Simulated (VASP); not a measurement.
A run of VASP 6.6.1:

File INCAR:

```
SYSTEM = Ti2Te2S
  ALGO = Fast
  EDIFF = 1E-4
  EDIFFG = -0.08
  ENCUT = 520
  GGA = PE
  IBRION = 2
  ISIF = 3
  ISMEAR = 0
  LASPH = .TRUE.
  LCHARG = .FALSE.
  LREAL = .FALSE.
  LWAVE = .FALSE.
  NELM = 60
  NSW = 24
  PREC = Normal
  SIGMA = 0.15
```

Contents of KPOINTS:

```
k-points
0
G
  4 4 4
  0 0 0
```

Contents of POSCAR:

```
Ti2Te2S
1.0
   -2.3331112200      2.3331112200      5.4181421200
    2.3331112200     -2.3331112200      5.4181421200
    2.3331112200      2.3331112200     -5.4181421200
Ti Te S
2 2 1
Direct
    0.3774763900      0.3774763900      0.0000000000
    0.6225236100      0.6225236100      0.0000000000
    0.2500000000      0.7500000000      0.5000000000
    0.7500000000      0.2500000000      0.5000000000
    0.0000000000      0.0000000000      0.0000000000
```

Potentials or basis: VASP PAW PBE potentials, release 64 (Ti_sv, Te, S).

Run with:

```bash
$ cat potpaw_PBE.64/Ti_sv/POTCAR potpaw_PBE.64/Te/POTCAR potpaw_PBE.64/S/POTCAR > POTCAR
$ mpirun -np 1 vasp_std > vasp.out
```

Hardware: 1 thread of Intel(R) Xeon(R) Platinum 8488C (Sapphire Rapids), on a shared host.

Task: Estimate the wall time of this run.

Result: Run time: 5.6 min on 1 thread of Intel(R) Xeon(R) Platinum 8488C (Sapphire Rapids), with other jobs on the host, peak memory 0.23 GiB. Counts: scf iterations 138, k points 13, ion steps 10.
